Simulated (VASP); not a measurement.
A convergence study with VASP on Al$_{3}$Sc (L1_2): one setting is varied, all else stays as given below, so the limit is that of these other settings. Each run relaxes cell and ions from the cell shown. The basis is that of the starting cell, so low cut-offs carry a Pulay error.

```
Al3Sc
1.0
    4.10000     0.00000     0.00000
    0.00000     4.10000     0.00000
    0.00000     0.00000     4.10000
Sc Al
1 3
Cartesian
  0.00000   0.00000   0.00000
  0.00000   2.05000   2.05000
  2.05000   0.00000   2.05000
  2.05000   2.05000   0.00000
```

These are PBE GGA, VASP's PBE PAW potentials (set 64) (plane waves; VASP) values and carry that method's errors. The tightest run used: 700 eV cut-off, 6×6×6 Γ-centred mesh, first-order Methfessel-Paxton smearing of 0.10 eV, potentials Sc_sv Al.

**Question.** The settings run are ENCUT = 150; ENCUT = 200; ENCUT = 250; ENCUT = 350; ENCUT = 400; ENCUT = 450; ENCUT = 500; ENCUT = 600; ENCUT = 650; ENCUT = 700. From which on does the relaxed volume stay within 0.1 Å³/atom of the tightest run?

**Answer.** From ENCUT = 250 on: it is off by 0.022 there and by no more than 0.1 in any finer run, while ENCUT = 200 is off by 0.496.
```csv
setting,relaxed volume (Å³/atom),E (eV/atom),plane waves,difference judged (Å³/atom)
ENCUT = 150,14.692,-4.8890,304,2.587
ENCUT = 200,16.783,-4.8043,466,0.496
ENCUT = 250,17.258,-4.8142,630,0.022
ENCUT = 350,17.255,-4.8194,1064,0.024
ENCUT = 400,17.269,-4.8203,1273,0.010
ENCUT = 450,17.275,-4.8206,1510,0.004
ENCUT = 500,17.276,-4.8207,1775,0.004
ENCUT = 600,17.279,-4.8209,2325,0.000
ENCUT = 650,17.280,-4.8210,2624,0.001
ENCUT = 700,17.279,-4.8210,2945,0.000
```

Left out are rungs that failed or repeat a setting and relaxations that didn't move; long series are thinned to 24 rows.

The compound is Al3Sc in the L1_2 structure.
